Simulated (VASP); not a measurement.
An input for Ansatz (written as the equivalent of a VASP run, and not itself run):

Ansatz 0.2 input:
```yaml
crystal:
  lattice:
    - [0.0000000, 3.0431130, 2.9508720]
    - [3.0474610, 0.0000000, 2.9508720]
    - [3.0474610, 3.0431130, 0.0000000]
  atoms:
    - { symbol: Pb, position: [0.0000000, 0.0000000, 0.0000000] }
    - { symbol: F, position: [0.2500000, 0.2500000, 0.2500000] }
    - { symbol: F, position: [0.7370490, 0.7629510, 0.7629510] }
kpoints:
  mp_grid: { grid: [6, 6, 6] }
hamiltonian:
  xc: pbe
  pseudopotentials: { kind: paw }
scf:
  occupations: { method: gaussian, width: 0.05 }
  max_iter: 100
output: { forces: true, stress: true, eigenvalues: true }
```

Write the VASP files for the same calculation (PBE).

One answer among several that fit: 
File POSCAR:
```
PbF2
1
    0.0000000000     3.0431130000     2.9508720000
    3.0474610000     0.0000000000     2.9508720000
    3.0474610000     3.0431130000     0.0000000000
Pb F
1 2
Direct
  0.0000000000   0.0000000000   0.0000000000
  0.2500000000   0.2500000000   0.2500000000
  0.7370490000   0.7629510000   0.7629510000
```

### KPOINTS
```
K-points
0
G
  6 6 6
0 0 0
```

INCAR:
```
SYSTEM=PbF2
SIGMA=0.05   # width (eV)
LWAVE=.FALSE.
EDIFF=1E-6
ISIF=2
ALGO=Normal   # blocked Davidson
PREC=Accurate
LCHARG=.FALSE.
LREAL=.FALSE.   # projection in real space or not
LASPH=.TRUE.   # aspherical one-centre terms
LMAXMIX=4   # l cut-off of mixed one-centre charges
NELM=100
GGA=PE   # PBE
ENCUT=520   # plane-wave cut-off (eV)
ISMEAR=0   # Gaussian
```

POTCAR, in this order: Pb_d F (PBE.64 set). Program: vasp_std.

Limits of the translation: each code has its own PAW files, so the cut-off isn't converted (ENCUT is set for VASP's; basis.ecutwfc is left out, and Ansatz then takes the one that its files recommend); Ansatz stops its SCF on the density residual and VASP on the energy change (EDIFF).

The compound is PbF2 in the fluorite structure, the β form. The cell was not relaxed at this level, atoms are displaced from their ideal sites.
